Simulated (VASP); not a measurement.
These are optB88-vdW, VASP's PBE PAW potentials (set 64) (plane waves; VASP) values and carry that method's errors.

VASP ran on this input.

File KPOINTS:
```
Automatic mesh
0
Gamma
10 10 10
0 0 0
```

**INCAR**
```
SYSTEM=InAs
PREC=Accurate; ENCUT=520; LREAL=.FALSE.
LASPH=.TRUE.
EDIFF=1E-7; NELM=100; ALGO=Normal
LMAXMIX=4
ISMEAR=1; SIGMA=0.1
GGA=BO; LUSE_VDW=.TRUE.; AGGAC=0.0
PARAM1=0.1833333333; PARAM2=0.22
ISIF=2
LWAVE=.FALSE.; LCHARG=.FALSE.
```

### POSCAR
```
InAs
1
    0.0000000000     3.0584354751     3.0584354751
    3.0584354751     0.0000000000     3.0584354751
    3.0584354751     3.0584354751     0.0000000000
In As
1 1
Direct
  0.0000000000   0.0000000000   0.0000000000
  0.2500000000   0.2500000000   0.2500000000
```

POTCAR, in this order: In_d As (PBE.64 set). Program: vasp_std.

The run wrote:

**OSZICAR**
```
       N       E                     dE             d eps       ncg     rms          rms(c)
DAV:   1     0.118345817692E+03    0.11835E+03   -0.85500E+03  1227   0.150E+03
DAV:   2     0.546320847369E+01   -0.11288E+03   -0.10934E+03  1257   0.321E+02
DAV:   3    -0.293146086887E+01   -0.83947E+01   -0.83267E+01  1607   0.913E+01
DAV:   4    -0.315265734800E+01   -0.22120E+00   -0.22103E+00  1396   0.168E+01
DAV:   5    -0.316295778888E+01   -0.10300E-01   -0.10300E-01  1805   0.319E+00    0.381E+00
DAV:   6    -0.288541377863E+01    0.27754E+00   -0.50688E-01  1799   0.121E+01    0.210E+00
DAV:   7    -0.286116393572E+01    0.24250E-01   -0.14726E-01  1675   0.321E+00    0.671E-01
DAV:   8    -0.286082042699E+01    0.34351E-03   -0.11631E-02  1499   0.158E+00    0.193E-01
DAV:   9    -0.286106758206E+01   -0.24716E-03   -0.10938E-03  1400   0.474E-01    0.120E-01
DAV:  10    -0.286111639848E+01   -0.48816E-04   -0.14606E-04  1857   0.163E-01    0.781E-02
DAV:  11    -0.286112981478E+01   -0.13416E-04   -0.77971E-05  1280   0.135E-01    0.791E-02
DAV:  12    -0.286113022468E+01   -0.40990E-06   -0.17052E-05  1309   0.394E-02    0.867E-03
DAV:  13    -0.286113028055E+01   -0.55872E-07   -0.16582E-06  1537   0.833E-03    0.720E-03
DAV:  14    -0.286113035026E+01   -0.69709E-07   -0.52186E-08   909   0.331E-03
   1 F= -.28611304E+01 E0= -.28612147E+01  d E =0.253019E-03
```

**OUTCAR**
```
------------------------ aborting loop because EDIFF is reached ----------------------------------------
  FORCE on cell =-STRESS in cart. coord.  units (eV):
  Direction    XX          YY          ZZ          XY          YZ          ZX
  --------------------------------------------------------------------------------------
  Total        0.5730805      0.5730805      0.5730805      0.0000000     -0.0000000      0.0000000
  in kB       16.0471620     16.0471620     16.0471620      0.0000000     -0.0000000      0.0000000
  external PRESSURE =      16.0471620 kB  Pullay stress =       0.0000000 kB
  volume of cell :       57.22
      direct lattice vectors                 reciprocal lattice vectors
     0.000000000  3.058435475  3.058435475    -0.163482278  0.163482278  0.163482278
     3.058435475  0.000000000  3.058435475     0.163482278 -0.163482278  0.163482278
     3.058435475  3.058435475  0.000000000     0.163482278  0.163482278 -0.163482278
  FREE ENERGIE OF THE ION-ELECTRON SYSTEM (eV)
  ---------------------------------------------------
  free  energy   TOTEN  =        -2.8611303503 eV

  energy  without entropy=       -2.8613833691  energy(sigma->0) =       -2.86121469
```
(Selected blocks of OUTCAR.)

The compound is InAs in the zinc blende structure. This cell is one point of a volume scan, at 0.97 of the reference volume.
